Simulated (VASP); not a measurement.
The system is ZnHg3.

```
Zn Hg
1.0
     0.00000    3.70851    3.70851
     3.70851    0.00000    3.70851
     3.70851    3.70851    0.00000
Zn Hg
1 3
Direct
  0.00000 0.00000 0.00000
  0.25000 0.25000 0.25000
  0.75000 0.75000 0.75000
  0.50000 0.50000 0.50000
```

The cell comes from a database or a generator and needn't be the stable form of this composition.

- Program: VASP 6.6.1
- Task: relaxation of cell and atoms
- Functional: PBEsol
- Potentials or basis: VASP PAW PBE potentials, release 64 (Zn, Hg)
- Cutoff: 600 eV
- k mesh: 5 × 5 × 5
- Occupations: fermi-dirac, width 0.02 eV
- Spin: no spin polarisation

At the start: pressure -3.3 GPa; volume 25.50 Å³/atom.

Task: How do energy, volume and symmetry change on relaxing?

Result: Over 4 steps the energy falls by 45.6 meV/atom and the volume is 22.28 Å³/atom (-12.6 %); space group Fm-3m (No. 225, to 0.05 Å).

Step by step:
```
step  energy change (eV)  largest force (eV/Å)  pressure (GPa)  volume (Å³)
   1              0.0000                0.0000           -3.32       102.01
   2             -0.1412                0.0000           -2.38        94.41
   3             -0.1817                0.0000            0.31        88.47
   4             -0.1825                0.0000           -0.02        89.12
```

Final structure:
```yaml
crystal:
  lattice:
    - [0.00000, 3.54520, 3.54520]
    - [3.54520, 0.00000, 3.54520]
    - [3.54520, 3.54520, 0.00000]
  atoms:
    - { symbol: Zn, position: [0.00000, 0.00000, 0.00000] }
    - { symbol: Hg, position: [0.25000, 0.25000, 0.25000] }
    - { symbol: Hg, position: [0.75000, 0.75000, 0.75000] }
    - { symbol: Hg, position: [0.50000, 0.50000, 0.50000] }
```

Caveat: the PAW data sets were made with another functional, which shifts forces and pressure a little.
